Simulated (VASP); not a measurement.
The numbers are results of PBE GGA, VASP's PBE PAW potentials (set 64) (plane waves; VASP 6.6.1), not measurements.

VASP input:

### POSCAR
```
Cd31InTe31
1
   13.2498873629     0.0000000000     0.0000000000
    0.0000000000    13.2498873629    -0.0000000000
   -0.0000000000    -0.0000000000    13.2498873629
Cd Te In
31 31 1
Direct
  0.5007033952   0.0016167301   0.0017115715
  0.7497426505   0.2501742009   0.9948749015
  0.7497803192   0.9947985142   0.2504202335
  0.0007382544   0.9990031183   0.9993882590
  0.2501997590   0.2511732303   0.0005183860
  0.5007988712   0.4989028933   0.9952785187
  0.7485885242   0.7500833398   0.0003682764
  0.2499087379   0.0001845092   0.2512245284
  0.4738187829   0.2276172150   0.2277249853
  0.7724423708   0.5265943511   0.2270739475
  0.5008292720   0.9953888995   0.4992970256
  0.7724160025   0.2275687052   0.5265494935
  0.7486871147   0.0001708647   0.7500088166
  0.9986647090   0.4996282317   0.0014808446
  0.2490104298   0.7510930499   0.0022792852
  0.0054099302   0.2502827703   0.2502603709
  0.2499842273   0.5079635686   0.2555262880
  0.4924405312   0.7498565127   0.2555648815
  0.9984479958   0.0012866900   0.4994034332
  0.2497271025   0.2554524113   0.5079910555
  0.7442571226   0.7500314815   0.5077059947
  0.2489559088   0.0020080276   0.7511925760
  0.4921433140   0.2556735096   0.7501153159
  0.7444011002   0.5076839461   0.7500902827
  0.9996472629   0.7498976665   0.2513002470
  0.0044586313   0.4992827604   0.4990240610
  0.2491471520   0.7509325884   0.5004947083
  0.9996807888   0.2513865365   0.7504777796
  0.2491328613   0.5004505517   0.7508117173
  0.4997501759   0.7508157048   0.7512825269
  0.9977677994   0.7510900147   0.7511613209
  0.6285876962   0.1263152465   0.1264567348
  0.8740670103   0.3712434420   0.1260108078
  0.8738627456   0.1262572979   0.3713357667
  0.1259768908   0.1244643627   0.1245398714
  0.3727148728   0.3808829177   0.1255283759
  0.6190160632   0.6271148316   0.1250924874
  0.8753652415   0.8738040804   0.1247515715
  0.3724599955   0.1250959927   0.3813601796
  0.8745894338   0.6274171952   0.3808901227
  0.6190060334   0.1253689359   0.6274763745
  0.8747953353   0.3810662613   0.6274368266
  0.8754172100   0.1243276343   0.8741163399
  0.1232305849   0.6252713311   0.1259338053
  0.3749276183   0.8766740668   0.1260835665
  0.1272741705   0.3748821662   0.3748123095
  0.3796894362   0.6203032273   0.3838552556
  0.6251595911   0.8729419741   0.3747805480
  0.1230192740   0.1258683847   0.6253712666
  0.3794535003   0.3837199496   0.6204170848
  0.6161488091   0.6201010240   0.6202038826
  0.8740311759   0.8766223467   0.6251278696
  0.3748757082   0.1259378234   0.8768017402
  0.6251996164   0.3746115459   0.8728713217
  0.8739846579   0.6252247479   0.8767850330
  0.1235562527   0.8762321752   0.3752743071
  0.1233484961   0.6264930580   0.6264619827
  0.3736927401   0.8764695560   0.6265616872
  0.1239066544   0.3753042265   0.8766626781
  0.3734854012   0.6263136125   0.8766300525
  0.6248372446   0.8764832905   0.8765078606
  0.1251500409   0.8747626611   0.8749141702
  0.5376434016   0.4609590403   0.4615804868
```

File KPOINTS:
```
Automatic mesh
0
Gamma
1 1 1
0 0 0
```

INCAR:
```
ALGO=Fast
EDIFF=1E-5
EDIFFG=-0.03
ENCUT=400
GGA=PE
IBRION=2
ISIF=2
ISMEAR=0
ISPIN=2
ISYM=0
LASPH=T
LCHARG=F
LMAXMIX=4
LORBIT=10
LREAL=Auto
LWAVE=T
MAGMOM=63*0.0159
NELM=100
NELMIN=4
NSW=120
NUPDOWN=1
PREC=Normal
SIGMA=0.05
SYSTEM=Cd31InTe31
```

POTCAR, in this order: Cd Te In (PBE.64 set). Program: vasp_gam.

Output of the run:

### OSZICAR
```
...
DAV:   2     0.202711830767E+03   -0.42305E+04   -0.40546E+04  1528   0.345E+02
DAV:   3    -0.147948863966E+03   -0.35066E+03   -0.34652E+03  1544   0.973E+01
DAV:   4    -0.156497643756E+03   -0.85488E+01   -0.85198E+01  1520   0.136E+01
DAV:   5    -0.156740010375E+03   -0.24237E+00   -0.24231E+00  1576   0.216E+00    0.296E+01
RMM:   6    -0.149241773489E+03    0.74982E+01   -0.17222E+01  1360   0.636E+00    0.231E+01
RMM:   7    -0.148722602108E+03    0.51917E+00   -0.76884E+00  1360   0.283E+00    0.837E+00
RMM:   8    -0.148767851617E+03   -0.45250E-01   -0.45242E-01  1360   0.108E+00    0.329E+00
RMM:   9    -0.148726092502E+03    0.41759E-01   -0.59331E-02  1360   0.355E-01    0.174E+00
RMM:  10    -0.148723489125E+03    0.26034E-02   -0.77078E-02  1362   0.284E-01    0.522E-01
RMM:  11    -0.148723284466E+03    0.20466E-03   -0.58738E-03  1366   0.115E-01    0.151E-01
RMM:  12    -0.148723707777E+03   -0.42331E-03   -0.14422E-03  1401   0.520E-02    0.895E-02
RMM:  13    -0.148723958921E+03   -0.25114E-03   -0.41076E-04  1381   0.326E-02    0.361E-02
RMM:  14    -0.148723981669E+03   -0.22748E-04   -0.97130E-05  1050   0.131E-02    0.314E-02
RMM:  15    -0.148723986936E+03   -0.52677E-05   -0.20877E-05   897   0.616E-03
   1 F= -.14872399E+03 E0= -.14872399E+03  d E =-.148724E+03  mag=     1.0000
       N       E                     dE             d eps       ncg     rms          rms(c)
DAV:   1    -0.148727670273E+03   -0.36886E-02   -0.93584E-01  1440   0.150E+00    0.186E-01
RMM:   2    -0.148728275156E+03   -0.60488E-03   -0.70793E-03  1360   0.143E-01    0.499E-02
RMM:   3    -0.148728363380E+03   -0.88224E-04   -0.97738E-04  1360   0.546E-02    0.423E-02
RMM:   4    -0.148728367358E+03   -0.39781E-05   -0.15008E-04  1343   0.210E-02    0.268E-02
RMM:   5    -0.148728369167E+03   -0.18092E-05   -0.39257E-05   971   0.103E-02
   2 F= -.14872837E+03 E0= -.14872837E+03  d E =-.438223E-02  mag=     1.0000
       N       E                     dE             d eps       ncg     rms          rms(c)
DAV:   1    -0.148731927065E+03   -0.35597E-02   -0.36456E+00  1408   0.296E+00    0.362E-01
RMM:   2    -0.148734255056E+03   -0.23280E-02   -0.27266E-02  1360   0.283E-01    0.893E-02
RMM:   3    -0.148734602483E+03   -0.34743E-03   -0.37817E-03  1360   0.108E-01    0.809E-02
RMM:   4    -0.148734620114E+03   -0.17631E-04   -0.56889E-04  1362   0.414E-02    0.531E-02
RMM:   5    -0.148734628492E+03   -0.83774E-05   -0.15442E-04  1310   0.206E-02    0.139E-02
RMM:   6    -0.148734631949E+03   -0.34574E-05   -0.32578E-05   908   0.810E-03
   3 F= -.14873463E+03 E0= -.14873463E+03  d E =-.106450E-01  mag=     1.0000
       N       E                     dE             d eps       ncg     rms          rms(c)
DAV:   1    -0.148727440116E+03    0.71884E-02   -0.14583E+01  1408   0.591E+00    0.728E-01
RMM:   2    -0.148736741593E+03   -0.93015E-02   -0.10870E-01  1360   0.567E-01    0.178E-01
RMM:   3    -0.148738100127E+03   -0.13585E-02   -0.14931E-02  1360   0.215E-01    0.160E-01
RMM:   4    -0.148738164713E+03   -0.64586E-04   -0.22409E-03  1362   0.823E-02    0.107E-01
RMM:   5    -0.148738191264E+03   -0.26551E-04   -0.61098E-04  1360   0.410E-02    0.289E-02
RMM:   6    -0.148738205262E+03   -0.13998E-04   -0.12916E-04  1155   0.161E-02    0.213E-02
RMM:   7    -0.148738204697E+03    0.56536E-06   -0.24619E-05   886   0.738E-03
   4 F= -.14873820E+03 E0= -.14873820E+03  d E =-.142178E-01  mag=     1.0000
       N       E                     dE             d eps       ncg     rms          rms(c)
DAV:   1    -0.148740404407E+03   -0.21991E-02   -0.24046E+00  1424   0.244E+00    0.252E-01
RMM:   2    -0.148741721250E+03   -0.13168E-02   -0.15554E-02  1360   0.221E-01    0.634E-02
RMM:   3    -0.148741921372E+03   -0.20012E-03   -0.21954E-03  1360   0.845E-02    0.570E-02
RMM:   4    -0.148741928713E+03   -0.73406E-05   -0.32215E-04  1364   0.320E-02    0.397E-02
RMM:   5    -0.148741931276E+03   -0.25632E-05   -0.87280E-05  1241   0.159E-02
   5 F= -.14874193E+03 E0= -.14874193E+03  d E =-.372658E-02  mag=     1.0000
       N       E                     dE             d eps       ncg     rms          rms(c)
DAV:   1    -0.148742851375E+03   -0.92266E-03   -0.80271E-01  1408   0.141E+00    0.143E-01
RMM:   2    -0.148743293027E+03   -0.44165E-03   -0.52808E-03  1360   0.129E-01    0.379E-02
RMM:   3    -0.148743364705E+03   -0.71677E-04   -0.76064E-04  1360   0.496E-02    0.355E-02
RMM:   4    -0.148743368501E+03   -0.37964E-05   -0.11219E-04  1343   0.189E-02    0.235E-02
RMM:   5    -0.148743370657E+03   -0.21555E-05   -0.30999E-05   922   0.943E-03
   6 F= -.14874337E+03 E0= -.14874337E+03  d E =-.516596E-02  mag=     1.0000
       N       E                     dE             d eps       ncg     rms          rms(c)
DAV:   1    -0.148742550737E+03    0.81776E-03   -0.32048E+00  1376   0.282E+00    0.289E-01
RMM:   2    -0.148744302607E+03   -0.17519E-02   -0.20784E-02  1360   0.256E-01    0.735E-02
RMM:   3    -0.148744573628E+03   -0.27102E-03   -0.29486E-03  1360   0.979E-02    0.671E-02
RMM:   4    -0.148744584602E+03   -0.10975E-04   -0.43249E-04  1364   0.371E-02    0.465E-02
RMM:   5    -0.148744588670E+03   -0.40681E-05   -0.11743E-04  1305   0.185E-02    0.143E-02
RMM:   6    -0.148744591978E+03   -0.33073E-05   -0.23220E-05   878   0.710E-03
   7 F= -.14874459E+03 E0= -.14874459E+03  d E =-.638728E-02  mag=     1.0000
       N       E                     dE             d eps       ncg     rms          rms(c)
DAV:   1    -0.148745813856E+03   -0.12252E-02   -0.77799E-01  1408   0.141E+00    0.163E-01
RMM:   2    -0.148746260098E+03   -0.44624E-03   -0.52636E-03  1360   0.131E-01    0.385E-02
RMM:   3    -0.148746326868E+03   -0.66771E-04   -0.73474E-04  1360   0.498E-02    0.334E-02
RMM:   4    -0.148746328827E+03   -0.19588E-05   -0.10875E-04  1365   0.189E-02    0.225E-02
RMM:   5    -0.148746329821E+03   -0.99360E-06   -0.30314E-05   920   0.949E-03
   8 F= -.14874633E+03 E0= -.14874633E+03  d E =-.173784E-02  mag=     1.0000
       N       E                     dE             d eps       ncg     rms          rms(c)
DAV:   1    -0.148746974301E+03   -0.64547E-03   -0.74910E-01  1376   0.139E+00    0.159E-01
RMM:   2    -0.148747407195E+03   -0.43289E-03   -0.51273E-03  1360   0.129E-01    0.383E-02
RMM:   3    -0.148747473711E+03   -0.66516E-04   -0.72353E-04  1360   0.494E-02    0.344E-02
RMM:   4    -0.148747475997E+03   -0.22861E-05   -0.10765E-04  1364   0.188E-02    0.225E-02
RMM:   5    -0.148747477431E+03   -0.14338E-05   -0.30775E-05   922   0.953E-03
   9 F= -.14874748E+03 E0= -.14874748E+03  d E =-.288545E-02  mag=     1.0000
       N       E                     dE             d eps       ncg     rms          rms(c)
DAV:   1    -0.148746253348E+03    0.12226E-02   -0.29948E+00  1376   0.277E+00    0.320E-01
RMM:   2    -0.148747980149E+03   -0.17268E-02   -0.20384E-02  1360   0.257E-01    0.759E-02
RMM:   3    -0.148748240854E+03   -0.26070E-03   -0.28583E-03  1360   0.982E-02    0.670E-02
RMM:   4    -0.148748248665E+03   -0.78107E-05   -0.42425E-04  1366   0.373E-02    0.445E-02
RMM:   5    -0.148748252747E+03   -0.40827E-05   -0.11914E-04  1349   0.188E-02    0.107E-02
RMM:   6    -0.148748254454E+03   -0.17066E-05   -0.22986E-05   870   0.717E-03
  10 F= -.14874825E+03 E0= -.14874825E+03  d E =-.366248E-02  mag=     1.0000
       N       E                     dE             d eps       ncg     rms          rms(c)
DAV:   1    -0.148748327027E+03   -0.74279E-04   -0.19215E+00  1408   0.221E+00    0.221E-01
RMM:   2    -0.148749402829E+03   -0.10758E-02   -0.12372E-02  1360   0.200E-01    0.539E-02
RMM:   3    -0.148749561075E+03   -0.15825E-03   -0.17245E-03  1360   0.763E-02    0.530E-02
RMM:   4    -0.148749565401E+03   -0.43267E-05   -0.25378E-04  1365   0.288E-02    0.377E-02
RMM:   5    -0.148749566037E+03   -0.63582E-06   -0.69939E-05  1233   0.144E-02
  11 F= -.14874957E+03 E0= -.14874957E+03  d E =-.131158E-02  mag=     1.0000
```

File OUTCAR:
```
------------------------ aborting loop because EDIFF is reached ----------------------------------------
  FORCE on cell =-STRESS in cart. coord.  units (eV):
  Direction    XX          YY          ZZ          XY          YZ          ZX
  --------------------------------------------------------------------------------------
  Total        3.0632584      3.0853483      3.0345163      0.2054960     -0.1422769      0.2188003
  in kB        2.1098795      2.1250944      2.0900828      0.1415394     -0.0979960      0.1507030
  external PRESSURE =       2.1083522 kB  Pullay stress =       0.0000000 kB
  volume of cell :     2326.14
      direct lattice vectors                 reciprocal lattice vectors
    13.249887363  0.000000000  0.000000000     0.075472340  0.000000000  0.000000000
     0.000000000 13.249887363  0.000000000     0.000000000  0.075472340  0.000000000
     0.000000000  0.000000000 13.249887363     0.000000000  0.000000000  0.075472340
  FREE ENERGIE OF THE ION-ELECTRON SYSTEM (eV)
  ---------------------------------------------------
  free  energy   TOTEN  =      -148.7495660372 eV

  energy  without entropy=     -148.7495660372  energy(sigma->0) =     -148.74956604

 total charge

# of ion       s       p       d       tot
------------------------------------------
    1        0.462   0.279   9.530  10.271
    2        0.465   0.282   9.530  10.276
    3        0.465   0.282   9.530  10.277
    4        0.463   0.280   9.530  10.273
    5        0.462   0.282   9.529  10.273
    6        0.466   0.284   9.530  10.279
    7        0.462   0.282   9.529  10.273
    8        0.462   0.282   9.529  10.273
    9        0.499   0.259   9.525  10.283
   10        0.499   0.259   9.525  10.283
   11        0.466   0.284   9.530  10.280
   12        0.499   0.259   9.525  10.283
   13        0.462   0.282   9.529  10.273
   14        0.462   0.280   9.530  10.271
   15        0.462   0.281   9.530  10.273
   16        0.465   0.282   9.530  10.276
   17        0.463   0.283   9.530  10.276
   18        0.463   0.283   9.530  10.276
   19        0.462   0.280   9.530  10.271
   20        0.463   0.283   9.530  10.276
   21        0.463   0.283   9.530  10.276
   22        0.462   0.281   9.530  10.273
   23        0.463   0.284   9.530  10.276
   24        0.463   0.283   9.530  10.276
   25        0.462   0.282   9.529  10.273
   26        0.466   0.284   9.530  10.280
   27        0.463   0.279   9.530  10.272
   28        0.462   0.282   9.529  10.273
   29        0.463   0.279   9.530  10.272
   30        0.463   0.279   9.530  10.272
   31        0.462   0.281   9.530  10.273
   32        1.356   2.035   0.017   3.409
   33        1.356   2.035   0.017   3.408
   34        1.356   2.034   0.017   3.408
   35        1.354   2.039   0.017   3.410
   36        1.357   2.035   0.017   3.409
   37        1.356   2.036   0.018   3.410
   38        1.354   2.039   0.017   3.410
   39        1.357   2.035   0.017   3.409
   40        1.356   2.035   0.017   3.409
   41        1.356   2.035   0.017   3.409
   42        1.356   2.036   0.018   3.410
   43        1.354   2.039   0.017   3.410
   44        1.354   2.039   0.017   3.410
   45        1.354   2.039   0.017   3.409
   46        1.354   2.045   0.018   3.416
   47        1.359   2.027   0.017   3.402
   48        1.354   2.045   0.018   3.416
   49        1.354   2.039   0.017   3.410
   50        1.359   2.027   0.017   3.403
   51        1.359   2.027   0.017   3.402
   52        1.354   2.039   0.017   3.410
   53        1.354   2.039   0.017   3.409
   54        1.354   2.045   0.018   3.416
   55        1.354   2.039   0.017   3.410
   56        1.355   2.036   0.017   3.408
   57        1.354   2.041   0.017   3.412
   58        1.354   2.042   0.017   3.413
   59        1.355   2.036   0.017   3.408
   60        1.354   2.041   0.017   3.412
   61        1.355   2.036   0.017   3.408
   62        1.354   2.040   0.017   3.411
   63        1.452   0.617   0.061   2.130
--------------------------------------------------
tot         57.926  72.436 295.999 426.361

 magnetization (x)

# of ion       s       p       d       tot
------------------------------------------
    1        0.004   0.000  -0.000   0.004
    2        0.013   0.001  -0.000   0.013
    3        0.013   0.001  -0.000   0.013
    4        0.012   0.000  -0.000   0.012
    5        0.007   0.000  -0.000   0.007
    6        0.016   0.001  -0.000   0.016
    7        0.007   0.000  -0.000   0.007
    8        0.007   0.000  -0.000   0.007
    9        0.009   0.001  -0.000   0.009
   10        0.009   0.001  -0.000   0.009
   11        0.016   0.001  -0.000   0.016
   12        0.009   0.001  -0.000   0.009
   13        0.007   0.000  -0.000   0.007
   14        0.004   0.000  -0.000   0.004
   15        0.009   0.000  -0.000   0.010
   16        0.013   0.001  -0.000   0.013
   17        0.011   0.001  -0.000   0.012
   18        0.011   0.001  -0.000   0.012
...
```
(Selected blocks of OUTCAR.)

CONTCAR:
```
Cd31InTe31
   1.00000000000000
    13.2498873628999991    0.0000000000000000    0.0000000000000000
     0.0000000000000000   13.2498873628999991    0.0000000000000000
     0.0000000000000000    0.0000000000000000   13.2498873628999991
  Cd              Te              In
    31    31     1
Direct
     0.5008776825140618    0.9999907661448617    0.0001484968966698
     0.7487654076511129    0.2509565081448805    0.9956202385729708
     0.7488640385230964    0.9957584692222756    0.2512779321854638
     0.0007137468724255    0.9992131701995156    0.9993645227128635
     0.2488956067188665    0.2512024278064242    0.9998233672801441
     0.5009230894735099    0.4990543778799028    0.9964393831406777
     0.7487227741534955    0.7510243307115617    0.9997515995243297
     0.2488378692110116    0.9996713229772237    0.2513192852905295
     0.4722145167550790    0.2266608462308086    0.2269938682493190
     0.7732521733113649    0.5276916782158343    0.2266595120929178
     0.5007735174380080    0.9963020320317494    0.4993312352316830
     0.7732267922924528    0.2269177633477503    0.5278279554975402
     0.7487752703125775    0.9997559867135890    0.7511095892242239
     0.0001192778590107    0.4993750676212192    0.0000905895655918
     0.2493944021686781    0.7506585126604003    0.0015697629916708
     0.0046402221643562    0.2512286301781237    0.2511691157424242
     0.2497973187918235    0.5074618243558955    0.2556725602087783
     0.4927395666729028    0.7500980465671072    0.2556704933178510
     0.9999723953084273    0.9998683839218375    0.4994791273096352
     0.2497510161808927    0.2555427869591577    0.5075855624017641
     0.7442188533341590    0.7501169369380482    0.5074746290589205
     0.2492302093287734    0.0014170851164831    0.7507498033877101
     0.4925800519102655    0.2555466180848089    0.7501899316843682
     0.7443671276322162    0.5073500847418180    0.7501818479862660
     0.0003146610398405    0.7510691773642961    0.2513693322074550
     0.0034236983142906    0.4992702621673988    0.4991785605740969
     0.2509454406202218    0.7489719736742447    0.5020602181010387
     0.0003745035033248    0.2512623466790987    0.7511746779080948
     0.2509823630455794    0.5020404081816410    0.7489941973077180
     0.4979786067945440    0.7489505585784703    0.7491063687989989
     0.9984083841350943    0.7507105723764576    0.7507214394452749
     0.6275408612115319    0.1254654055532990    0.1255752754875542
     0.8744445386685957    0.3723038963268798    0.1254918120630064
     0.8744691169785345    0.1256301319788134    0.3724353557354825
     0.1251623830610424    0.1250048499840963    0.1250533750536076
     0.3717685057760073    0.3808031105517752    0.1251396734301125
     0.6190734061381337    0.6280946660077752    0.1248905384865327
     0.8748397840282578    0.8747950553576087    0.1251651148825209
     0.3716152269288084    0.1247674573236782    0.3811134818076817
     0.8749439818169713    0.6282479843922096    0.3809454399174377
     0.6191072732027991    0.1248740214661371    0.6283030861244628
     0.8751010993028305    0.3809988077367272    0.6283296714793848
     0.8749878634972728    0.1249814005785209    0.8748807670387576
     0.1235648151977258    0.6252939907007307    0.1260243672827502
     0.3747173458861162    0.8762684411139340    0.1262058174625069
     0.1271404774163445    0.3754832952313660    0.3756007863192581
     0.3794653236686891    0.6205224352416588    0.3834615338352478
     0.6245966337341619    0.8729979464524953    0.3755066432708466
     0.1234865357753917    0.1259713441702323    0.6253783062047292
     0.3793520471822650    0.3832367348784634    0.6206593134216881
     0.6165134175801049    0.6203422214148463    0.6205221670847844
     0.8739197855172188    0.8762894888847730    0.6252773085524242
     0.3746920425587085    0.1259803926601381    0.8763977850648340
     0.6245543110465217    0.3752872030544159    0.8728818329470841
     0.8739538451723311    0.6252655195028047    0.8763650864054119
     0.1255432150081011    0.8744208192510302    0.3766369306935830
     0.1233538473908972    0.6259714092193520    0.6260169609439360
     0.3740201790873101    0.8764302808548591    0.6260573877870484
     0.1256827051058435    0.3765433438590697    0.8745845146486090
     0.3740970513531192    0.6258439185096314    0.8766145428661286
     0.6235831487688231    0.8743870927853752    0.8744250993862372
     0.1251991315271143    0.8747207265810520    0.8748292685421705
     0.5355835166809669    0.4642646524833530    0.4643595519772100
```

The supercell is sampled at Γ alone, which is coarse: total energies, pressure and levels can be off, energies of defects by several tenths of an eV.

The cell is a supercell with a defect, built from CdTe (zinc blende): In_Cd-vac_Te.
